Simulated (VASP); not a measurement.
Na2Pd:

```
CELL_PARAMETERS angstrom
3.55101 0.00000 0.00000
-1.77550 3.07526 0.00000
0.00000 0.00000 8.27611
ATOMIC_POSITIONS crystal
Na 0.33333 0.66667 0.81312
Na 0.66667 0.33333 0.18688
Pd 0.00000 0.00000 0.50000
```

The cell was built by a generator and needn't be a form met in nature.

```yaml
Program: VASP 6.6.1
Task: relaxation of cell and atoms
Functional: PBE
Potentials_or_basis: VASP PAW PBE potentials, release 64 (Na_pv, Pd)
Cutoff: 600 eV
k_mesh: 6 × 6 × 2
Occupations: gaussian, width 0.1 eV
Spin: no spin polarisation
```

At the start: pressure -4.4 GPa; volume 30.13 Å³/atom.

Where does the relaxation end?

Over 12 steps the energy falls by 214.5 meV/atom and the volume is 22.71 Å³/atom (-24.6 %); space group P-3m1 (No. 164, to 0.05 Å).

Step by step:
```csv
step,energy change (eV),largest force (eV/Å),pressure (GPa),volume (Å³)
1,0.0000,0.7000,-4.39,90.38
2,-0.3108,0.6297,-3.65,79.99
3,-0.5501,0.3674,-0.58,67.31
4,-0.5554,0.2437,0.99,64.08
5,-0.5574,0.2879,0.43,65.13
6,-0.5943,0.2331,0.55,64.88
7,-0.6229,0.1193,0.96,64.25
8,-0.6332,0.1454,0.04,66.42
9,-0.6341,0.1571,-0.33,67.38
10,-0.6408,0.0991,-0.21,67.74
11,-0.6434,0.0251,-0.06,68.14
12,-0.6434,0.0299,-0.05,68.12
```

Final structure:
```
Na Pd
1.0
     3.14028    0.00000    0.00000
    -1.57014    2.71956    0.00000
     0.00000    0.00000    7.97620
Na Pd
2 1
Cartesian
  0.0000 1.8130 6.2589
  1.5701 0.9065 1.7173
  0.0000 0.0000 3.9881
```

Caveat: the k mesh is coarse (spacing up to 0.38 Å⁻¹), so the values aren't converged; the volume moved by over 15 % at a fixed basis, so the end points are rough.
